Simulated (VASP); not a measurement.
OSZICAR of a VASP run on PdIn (CsCl type):

OSZICAR:
```
       N       E                     dE             d eps       ncg     rms          rms(c)
DAV:   1     0.201373652858E+03    0.20137E+03   -0.92870E+03  3476   0.179E+03
DAV:   2     0.746065037595E+01   -0.19391E+03   -0.18373E+03  3576   0.444E+02
DAV:   3    -0.105311317650E+02   -0.17992E+02   -0.17524E+02  3828   0.151E+02
DAV:   4    -0.111089598788E+02   -0.57783E+00   -0.57635E+00  4026   0.266E+01
DAV:   5    -0.111421456275E+02   -0.33186E-01   -0.33183E-01  5064   0.579E+00    0.782E+00
DAV:   6    -0.109250309486E+02    0.21711E+00   -0.47396E-01  4196   0.110E+01    0.366E+00
DAV:   7    -0.108792619414E+02    0.45769E-01   -0.72317E-02  4704   0.585E+00    0.173E+00
DAV:   8    -0.108691352875E+02    0.10127E-01   -0.18371E-02  4332   0.149E+00    0.524E-01
DAV:   9    -0.108680228862E+02    0.11124E-02   -0.14618E-03  4242   0.743E-01    0.265E-01
DAV:  10    -0.108678999993E+02    0.12289E-03   -0.17187E-04  4116   0.220E-01    0.707E-02
DAV:  11    -0.108678920699E+02    0.79295E-05   -0.18933E-05  4774   0.935E-02    0.284E-02
DAV:  12    -0.108678916901E+02    0.37975E-06   -0.10048E-06  2838   0.163E-02
   1 F= -.10867892E+02 E0= -.10866897E+02  d E =-.198974E-02  mag=     0.0000    -0.0000    -0.0000
       N       E                     dE             ncg
```

Problem. Which electronic solver shows in the log?

Solution. It is blocked Davidson (ALGO = Normal, or the opening steps of other solvers). The INCAR had ALGO = Normal.

Problem. How was spin treated?

Solution. With non-collinear spinors: mag has three components.

Problem. Can the final energy be trusted as converged?

Solution. The calculation finished and met its thresholds. It stopped with EDIFF = 1E-6, NELM = 100 (LDA (Ceperley-Alder, Perdew-Zunger) with spin-orbit coupling, plane waves, VASP's LDA PAW potentials (set 64)).

The compound is PdIn in the CsCl type structure. It was relaxed first.
